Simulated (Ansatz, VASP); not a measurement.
# Cross-check of Ru (Ruthenium) between VASP and Ansatz

Wanted: the spread between two codes on one cell, functional and k mesh. The cell is taken from a series of runs on this material, whose earlier steps may have relaxed, scaled, displaced or heated it; both programs get it as it stands.

Program: Ansatz 0.2.0. Level of theory: plane waves, with VASP 6.6.1 beside it; relaxation of cell and atoms at PBE. Results are calculated unless marked as measured.

## 1. Set-up

It takes space group P6_3/mmc (No. 194, hexagonal). The conventional cell has a = 2.720 Å, b = 2.720 Å, c = 4.296 Å, α = 90.00°, β = 90.00°, γ = 120.00°. Nearest to Ru lie 12 Ru at 2.66 to 2.72 Å.

## 2. VASP: relaxation of cell and atoms, PBE

The relaxed volume is the usual yardstick between codes: in a stiff, nearly cubic crystal its relative difference is about their pressure difference at one cell divided by the bulk modulus.

Lines of VASP's logs that name or quote its potential files are left out, and so is its time.

File INCAR:

```
SYSTEM = Ru
PREC = Accurate
ENCUT = 500
EDIFF = 1E-07
NELM = 120
ISMEAR = 1
SIGMA = 0.2
LREAL = .FALSE.
ALGO = Normal
GGA = PE
NBANDS = 20
LASPH = .TRUE.
LORBIT = 11
LWAVE = .FALSE.
LCHARG = .FALSE.
ISIF = 3
IBRION = 2
NSW = 80
EDIFFG = -0.005
GGA_COMPAT = .FALSE.
NELMIN = 4
```

File POSCAR:

```
Ru
1.0
    2.7198210000      0.0000000000      0.0000000000
   -1.3599100000      2.3554340000      0.0000000000
    0.0000000000      0.0000000000      4.2958060000
Ru
2
Direct
    0.3333331400      0.6666665251      0.2500001164
    0.6666664923      0.3333334749      0.7500001164
```

File KPOINTS:

```
Automatic mesh
0
Gamma
12 12 8
0 0 0
```

PAW data sets: Ru_pv (PBE family, release 64).

Command:

```console
mpirun -np 1 vasp_std
```

Numbers of over 12 decimals in the logs are rounded to 6 here.

The program printed:

```text
[banner, memory and clock lines left out]
running    1 mpi-ranks, on    1 nodes
 distrk:  each k-point on    1 cores,    1 groups
 distr:  one band on    1 cores,    1 groups

 POSCAR found type information on POSCAR Ru
 POSCAR found :  1 types and       2 ions
 LDA part: xc-table for (Slater+PW92), standard interpolation
 POSCAR, INCAR and KPOINTS ok, starting setup
 FFT: planning ... GRIDC
 FFT: planning ... GRID_SOFT
 FFT: planning ... GRID
 WAVECAR not read
 entering main loop
       N       E                     dE             d eps       ncg     rms          rms(c)
DAV:   1     0.280814694486E+03    0.28081E+03   -0.17433E+04  3800   0.151E+03
DAV:   2    -0.139197128577E+02   -0.29473E+03   -0.28637E+03  3936   0.452E+02
DAV:   3    -0.197913765265E+02   -0.58717E+01   -0.58197E+01  4360   0.711E+01
DAV:   4    -0.198371845675E+02   -0.45808E-01   -0.45765E-01  4924   0.593E+00
DAV:   5    -0.198378106435E+02   -0.62608E-03   -0.62465E-03  4272   0.607E-01    0.172E+01
DAV:   6    -0.185621800391E+02    0.12756E+01   -0.30041E+00  4316   0.175E+01    0.448E+00
DAV:   7    -0.184863374494E+02    0.75843E-01   -0.40243E-01  4392   0.493E+00    0.102E+00
DAV:   8    -0.184798695466E+02    0.64679E-02   -0.21424E-02  4228   0.105E+00    0.281E-01
DAV:   9    -0.184794910613E+02    0.37849E-03   -0.13017E-03  4376   0.393E-01    0.329E-02
DAV:  10    -0.184794947339E+02   -0.36726E-05   -0.10047E-04  4252   0.104E-01    0.263E-02
DAV:  11    -0.184794909901E+02    0.37438E-05   -0.11412E-05  4376   0.321E-02    0.109E-03
DAV:  12    -0.184794909031E+02    0.87059E-07   -0.21958E-07  3376   0.396E-03
   1 F= -.18479491E+02 E0= -.18479198E+02  d E =-.184795E+02
[...]
2 F= -.18479484E+02 E0= -.18479174E+02  d E =0.699539E-05
[...]
3 F= -.18479494E+02 E0= -.18479195E+02  d E =-.337571E-05
[...]
4 F= -.18479494E+02 E0= -.18479195E+02  d E =-.342267E-05
[...]
5 F= -.18479494E+02 E0= -.18479189E+02  d E =0.491920E-06
 trial-energy change:    0.000000  1 .order    0.000001   -0.000002    0.000003
 step:   0.3538(harm=  0.3538)  dis= 0.00000  next Energy=   -18.479495 (dE=-0.455E-06)
 bond charge predicted
       N       E                     dE             d eps       ncg     rms          rms(c)
DAV:   1    -0.184795031819E+02   -0.92868E-05   -0.27469E-04  3912   0.144E-01    0.208E-02
DAV:   2    -0.184794951012E+02    0.80807E-05   -0.14857E-05  3956   0.360E-02    0.621E-03
DAV:   3    -0.184794943946E+02    0.70659E-06   -0.23695E-06  4144   0.118E-02    0.221E-03
DAV:   4    -0.184794946648E+02   -0.27025E-06   -0.14600E-07  2408   0.348E-03    0.674E-04
DAV:   5    -0.184794947090E+02   -0.44156E-07   -0.30623E-08  2296   0.172E-03
   6 F= -.18479495E+02 E0= -.18479193E+02  d E =-.383270E-06
 curvature:  -0.20 expect dE=-0.387E-07 dE for cont linesearch -0.156E-07
 trial: gam=-0.16446 g(F)=  0.499E-41 g(S)=  0.189E-06 ort = 0.476E-06 (trialstep = 0.765E+00)
 search vector abs. value=  0.113E-06
 reached required accuracy - stopping structural energy minimisation
```

From OUTCAR (step 2):

```text
ion  position               nearest neighbor table
   1  0.333  0.667  0.250-   2 2.66   2 2.66   2 2.66   2 2.66   2 2.66   2 2.66
   2  0.667  0.333  0.750-   1 2.66   1 2.66   1 2.66   1 2.66   1 2.66   1 2.66

  LATTYP: Found a hexagonal cell.
 ALAT       =     2.7198210000
 C/A-ratio  =     1.5794443826

 Subroutine GETGRP returns: Found 24 space group operations
 (whereof 12 operations were pure point group operations)

The static configuration has the point symmetry D_3d.
 The point group associated with its full space group is D_6h.

 Found     95 irreducible k-points:

   k-points           NKPTS =     95   k-points in BZ     NKDIM =     95   number of bands    NBANDS=     20

   dimension x,y,z NGX =    20 NGY =   20 NGZ =   32
   dimension x,y,z NGXF=    40 NGYF=   40 NGZF=   64

   ENCUT  =  500.0 eV  36.75 Ry    6.06 a.u.   4.96  4.96  7.83*2*pi/ulx,y,z

   NELECT =      28.0000    total number of electrons

 k-points in reciprocal lattice and weights: Automatic mesh
   0.00000000  0.00000000  0.00000000       0.001
   0.08333333  0.00000000  0.00000000       0.005
   0.16666667  0.00000000  0.00000000       0.005
   0.25000000  0.00000000  0.00000000       0.005
   0.33333333  0.00000000  0.00000000       0.005
   0.41666667  0.00000000  0.00000000       0.005
   0.50000000  0.00000000  0.00000000       0.003
   0.08333333  0.08333333  0.00000000       0.005
   0.16666667  0.08333333  0.00000000       0.010
[...]
0.33333333  0.25000000  0.50000000       0.010
   0.33333333  0.33333333  0.50000000       0.002

 average (electrostatic) potential at core
       1 -67.4393       2 -67.4393

 E-fermi :  12.6290

 k-point     1 :       0.0000    0.0000    0.0000
  band No.  band energies     occupation
    ...
     11      10.2444      2.00000
     12      10.7226      2.00000
     13      10.7226      2.00000
     14      11.2266      2.00000
     15      11.2266      2.00000
     16      13.7587     -0.00000
     17      13.7587     -0.00000
     18      13.9003     -0.00000
     19      22.7651      0.00000
     20      23.0321      0.00000

 k-point     2 :       0.0833    0.0000    0.0000
  band No.  band energies     occupation
    ...
     12      10.6486      2.00000
     13      10.9100      2.00000
     14      10.9632      2.00000
     15      11.0752      2.00000
     16      12.2861      2.03582
     17      13.8519     -0.00000
     18      15.7348     -0.00000
     19      22.7286      0.00000
     20      23.0337      0.00000

 k-point     3 :       0.1667    0.0000    0.0000
  band No.  band energies     occupation
    ...
     12      10.7157      2.00000
     13      10.8455      2.00000
     14      11.1573      2.00000
     15      11.4477      2.00000
     16      11.4982      2.00000
     17      14.0523     -0.00000
     18      17.7985      0.00000
     19      22.6116      0.00000
     20      23.0356      0.00000

  Total        0.0011765      0.0011765      0.0022538      0.0000000      0.0000000      0.0000000
  in kB        0.0685079      0.0685079      0.1312423      0.0000000      0.0000000      0.0000000
  external PRESSURE =       0.0894194 kB  Pullay stress =       0.0000000 kB

  energy-cutoff  :      500.00
  volume of cell :       27.51
      direct lattice vectors                 reciprocal lattice vectors
     2.719350363 -0.000000000  0.000000000     0.367734888  0.212311765 -0.000000000
    -1.359674682  2.355026417 -0.000000000     0.000000000  0.424623687 -0.000000000
     0.000000000  0.000000000  4.296313396     0.000000000  0.000000000  0.232757694

 POSITION                                       TOTAL-FORCE (eV/Angst)
 -----------------------------------------------------------------------------------
     -0.00000      1.57002      1.07408        -0.000000      0.000000      0.000000
      1.35967      0.78501      3.22224         0.000000     -0.000000      0.000000
 -----------------------------------------------------------------------------------
    total drift:                                0.000773      0.000073     -0.000478

  FREE ENERGIE OF THE ION-ELECTRON SYSTEM (eV)
  ---------------------------------------------------
  free  energy   TOTEN  =       -18.4794947090 eV

  energy  without entropy=      -18.4785903567  energy(sigma->0) =      -18.47919326

 reached required accuracy - stopping structural energy minimisation

 total charge
# of ion       s       p       d       tot
------------------------------------------
    1        0.401   6.305   5.937  12.642
    2        0.401   6.305   5.937  12.642
--------------------------------------------------
tot          0.801  12.610  11.874  25.285

[... 3 further parts left out ...]
```

The run keeps the 24 symmetry operations of its start, so it cannot find a distortion of lower symmetry.

## 3. Ansatz: relaxation of cell and atoms, PBE

Ansatz runs on its PAW soft_1 files.

The same cell, functional, mesh and smearing now go to Ansatz, which takes its cutoff from its data sets.

File input.yaml:

```yaml
crystal:
  lattice:
    - [2.7198208094, 0.0, 0.0]
    - [-1.3599104047, 2.3554339147, 0.0]
    - [0.0, 0.0, 4.2958060924]
  atoms:
    - { symbol: Ru, position: [0.3333333333, 0.6666666667, 0.25] }
    - { symbol: Ru, position: [0.6666666667, 0.3333333333, 0.75] }
kpoints:
  mp_grid: { grid: [12, 12, 8] }
hamiltonian:
  xc: pbe
  pseudopotentials: { kind: paw, azcp: { folder: soft_1 } }
scf:
  occupations: { method: methfessel_paxton, width: 0.2 }
output:
  forces: true
  stress: true
  eigenvalues: true
relax:
  adjacent_minimum: "off"
  f_tol: 0.001
  max_steps: 60
  cell: { stress_tol: 0.01 }
```

Command:

```console
ansatz run input.yaml --threads 16 --pin off --max-ram 122880MiB --backend cuda --events-out ev --progress --plain --runs-dir out
```

The program printed:

```text
Engine: ansatz 0.2.0, aarch64-unknown-linux-gnu
Pseudopotentials: kind: paw
Pseudopotential: Ru, paw, valence charge 16, recommended cutoff 420 eV (normal), soft_1/Ru.paw.azcp
Functional definition: PBE
  parameter kappa = 0.804
  parameter beta = 0.066725
  exchange = pbe_x(kappa = kappa, mu = beta*pi^2/3)
  correlation = pbe_c(beta = beta)
[...]
Crystal: 2 atoms, lattice volume = 27.520 Å³
Basis set: ecut = 420 eV, 537 PW (Γ), exchange–correlation on 40×40×60 points (8 copies of the dense FFT grid, shifted against one another)
Bands: 20, of which v1, the nominal top of the filled ones, is band 16 counted from 1 (15 counted from 0)
Symmetry: 24 space group operations
Space group: P63/mmc (ITA 194), of the structure as read, at distance tolerance 3.0e-5 Å
k-points: 95 of 1152
Non-local potential: Ru, projectors of the file, l = 0: 3, l = 1: 2, l = 2: 2, l = 3: 1
PAW form: soft (Blöchl's): semilocal exchange-correlation on the pseudo side does not see the compensation charge
PAW one-centre angular grid: Ru, 590 points (default); XC on 64 Gauss nodes
Initial density: superposition of atomic densities (chi_scale 0.1, normalization cell)
Initial wavefunctions: pseudopotential atomic-orbital guess
[...]
Functional: x = pbe(κ = 0.804, μ = 0.219515), c = pbe(β = 0.066725)
SCF iter   1: F=—  HF=-11758.737515 eV  |F-HF|=—  |Δ(HF+E_count)|=         —  Δρ=1.21e-1  dr2=3.95e0  ethr=3.10e-3  ⟨swp⟩=4.7  Hψ=7301  notcnv=0
preconditioner: auto → none  [metal: Δε(μ)=0.035 eV  Ē_g=6.067 eV  σ=0.200 eV  W_gap=0.15  n_scr=8 (ndim 8)  ℏωp=28.3 eV  f_vac=0.000  D(μ)=1.25/eV (n_scr^D=8)  sad-step TF]
SCF iter   2: F=—  HF=-11757.830347 eV  |F-HF|=—  |Δ(HF+E_count)|=   9.07e-1  S|Δr|=    0.00e0  Δρ=6.63e-2  dr2=1.16e0  ethr=3.10e-3  ⟨swp⟩=2.4  Hψ=3879  notcnv=0
[...]
SCF iter   3: F=—  HF=-11757.474575 eV  |F-HF|=—  |Δ(HF+E_count)|=   3.56e-1  S|Δr|=    0.00e0  Δρ=4.10e-3  dr2=2.10e-3  ethr=3.10e-3  ⟨swp⟩=4.8  Hψ=12501  notcnv=0
automatic band count: the SCF goes on with 24 bands, as 20 were too few: the levels above may hold too much charge
WARN: the CPU forms and applies the response of the atoms' shells, by which each mixing step is divided. A GPU had no room for it, in its own memory or under the cap typed on the GPU budget, or did not solve for it. The last digits, the iterations and, of several solutions, the one reached can differ
SCF iter   4: F=—  HF=-11757.478291 eV  |F-HF|=—  |Δ(HF+E_count)|=   3.72e-3  S|Δr|=    0.00e0  Δρ=2.57e-4  dr2=9.09e-6  ethr=6.57e-6  ⟨swp⟩=2.7  Hψ=4482  notcnv=0
[...]
SCF iter   6: F=-11757.478357 eV  HF=-11757.478357 eV  |F-HF|=4.38e-8  |Δ(HF+E_count)|=   4.16e-7  S|Δr|=    0.00e0  Δρ=1.90e-5  dr2=5.83e-8  ethr=3.13e-10  ⟨swp⟩=4.4  Hψ=12354  notcnv=0
SCF 1 converged in 6 iterations: F = -11757.478357 eV  dr2 = 5.83e-8
  greatest PAW one-centre occupation: 1.000 electrons in one spin orbital (limit 2), on the Ru atom at site 0 (counted from 0), in its partial waves of l = 0
relax step   1: F+E_penalty+E_count = -11757.47835685 eV  Δ(F+E_penalty+E_count) = +0.000e0 eV  max|allowed force component| = 6.014e-17 eV/Å  Δτ_max = 0.0000 Å  P = -0.031 GPa  Ω = 27.520 Å³  (6 SCF iters, dr2 threshold 1.00e-7 eV, accepted)
[...]
relax step   2: F+E_penalty+E_count = -11757.47836807 eV  Δ(F+E_penalty+E_count) = -1.122e-5 eV  max|allowed force component| = 3.354e-17 eV/Å  Δτ_max = 0.0000 Å  P = +0.044 GPa  Ω = 27.513 Å³  energy of the carried Pulay correction = +1.086e-5 eV  (3 SCF iters, dr2 threshold 1.28e-8 eV, accepted)
[...]
relax step   3: F+E_penalty+E_count = -11757.47836372 eV  Δ(F+E_penalty+E_count) = +4.345e-6 eV  max|allowed force component| = 5.782e-17 eV/Å  Δτ_max = 0.0000 Å  P = +0.001 GPa  Ω = 27.517 Å³  energy of the carried Pulay correction = +4.732e-6 eV  (2 SCF iters, dr2 threshold 1.47e-8 eV, accepted)
[...]
relax step   4: F+E_penalty+E_count = -11757.47835818 eV  Δ(F+E_penalty+E_count) = +5.549e-6 eV  max|allowed force component| = 6.476e-17 eV/Å  Δτ_max = 0.0000 Å  P = +0.000 GPa  Ω = 27.517 Å³  stress off target by 1.22e-3 GPa  SCF on the basis re-selected at this cell (its energy is not comparable with the rows above)  (5 SCF iters)
basis re-selected at this cell: Δ(F+E_penalty+E_count) = +5.549e-6 eV, ΔP = -0.000 GPa vs the last step (what re-selecting the basis moved, of the pressure what is left beyond the Pulay correction that the steps carried, after the strain that the cell walked since its last selection, with what the two solves' SCF thresholds leave and, on support functions, any second-order correction that the steps lacked; it is no m [...]
SCF converged after 5 iterations
Stability not checked: this state was not tested for a lower state beside it, because cold or Methfessel-Paxton smearing, or corrected tetrahedra, fill the levels in a way that the test cannot read (fill_not_monotonic; see scf.lower_state_search)
Free energy (F): -11757.478358 eV
Harris-Foulkes:  -11757.478358 eV  (|F-HF|=0.00e0)
Internal energy: -11757.477490 eV  (E = F + TS)
E sigma→0 (E₀):  -11757.478141 eV
Entropy (-TS):   -0.000869 eV (-0.434 meV/atom)
Fermi energy:    22.973152 eV
--- Per-component energies (eV) ---
  E_band       = -123.426077
  E_kinetic    = 919.571791
  E_local      = -2567.256920  (includes V_loc(G=0)·N_el)
  E_nonlocal   = 824.798426
  E_hartree    = 850.567307
  E_xc         = -339.905376
  E_vxc        = -429.838950  (∫ρ·V_xc dr)
  E_paw        = -7002.855170  (= ΣΔE_a)
  E_vpaw       = -571.836307  (= ΣTr[D̂ρ^β])
  E_aug_tail   = 0.001255  (compensation charges beyond the density's cutoff)
  E_ewald      = -4442.398802
  E_smearing   = -0.000869  (= −TS)
  E_closure    = -0.000000  (closes the sum)
  Σ components = -11757.478358   (vs F -11757.478358, Δ=0.00e0)
--- Forces (eV/Å), atoms counted from 1 ---
  atom   1  Ru     0.00000000     0.00000000    -0.00000000
  atom   2  Ru     0.00000000    -0.00000000     0.00000000
  max |Σ_I F_I| component: 1.85e-17 eV/Å
--- Stress (GPa, compression-positive) ---
       -0.000025       0.000000      -0.000000
        0.000000      -0.000025       0.000000
       -0.000000       0.000000       0.001222
  P = ⅓ Tr σ = 0.0004 GPa (0.004 kbar)
--- Band table (eV; the first three rows and the last of 95) ---
  k-point 0: bands = [... 12 lower, 20.5855, 21.0637, 21.0637, 21.5687, 21.5687, 24.1052, 24.1052, 24.2385, ... 4 higher]
  k-point 1: bands = [... 12 lower, 20.5003, 20.9627, 20.9627, 21.8031, 21.8031, 23.6665, 24.1133, 24.1133, ... 4 higher]
  k-point 2: bands = [... 12 lower, 20.2906, 20.7178, 20.7178, 22.3236, 22.3236, 22.4040, 24.0731, 24.0731, ... 4 higher]
  k-point 94: bands = [... 12 lower, 20.2692, 20.2692, 21.7832, 21.7832, 24.1451, 24.1451, 31.2583, 31.2583, ... 4 higher]
--- Relaxed structure (3 steps of the walk, 3 accepted, 1 SCFs on fresh bases) ---
  F+E_penalty+E_count = -11757.47835818 eV   max|allowed force component| = 6.476e-17 eV/Å   (the final SCF, on the basis selected at the relaxed cell)
  cell:  # Å, volume = 27.5174 Å³
    - [2.719481, 0.0, 0.0]
    - [-1.359740, 2.355140, 0.0]
    - [0.0, 0.0, 4.296407]
  atoms:
    - { symbol: Ru, position: [0.333333, 0.666667, 0.25] }
    - { symbol: Ru, position: [0.666667, 0.333333, 0.750000] }
```

## 4. Comparison

Known differences besides the potentials themselves: the data sets hold 32 valence electrons in Ansatz (on its PAW soft_1 files) and 28 in VASP; the cutoff is 420 eV in Ansatz and 500 eV in VASP; Ansatz adds a Pulay correction to the stress that steers its cell, VASP none. Total energies have different zeros and are not compared.

Compared:

| quantity | Ansatz | VASP | difference |
| --- | --- | --- | --- |
| volume (Å³) | 27.52 | 27.51 | +0.01 % |
| edge a after relaxation, in the typed setting (Å) | 2.720 | 2.719 | +0.00 % |
| edge c after relaxation, in the typed setting (Å) | 4.296 | 4.296 | +0.00 % |

## 5. Summary of results

```json
{
  "difference in volume (relaxation of cell and atoms, PBE)": "0.012 %"
}
```

The difference in volume is 0.012 % (relaxation of cell and atoms, PBE), within the 1.2 % picked in this series as the mark of a large difference, as far as the stopping tolerances let one tell. The data sets hold unlike numbers of valence electrons (32 in Ansatz and 28 in VASP), so part of the differences comes from the potentials. How closely two codes agree says nothing of how well the functional describes the real material.

[Lines on the potential files, build, host, timing and source positions are cut from VASP's logs without a mark.]

[Logs are printed without paths, hosts, clocks, repeated set-up lines and the standing remarks that a program may print on its own settings, such as how far it seeks lower states.]

[Hosts, paths, dates, database ids (printed as entryN), source tags and the programs' standing remarks are cut or masked in the printed files.]
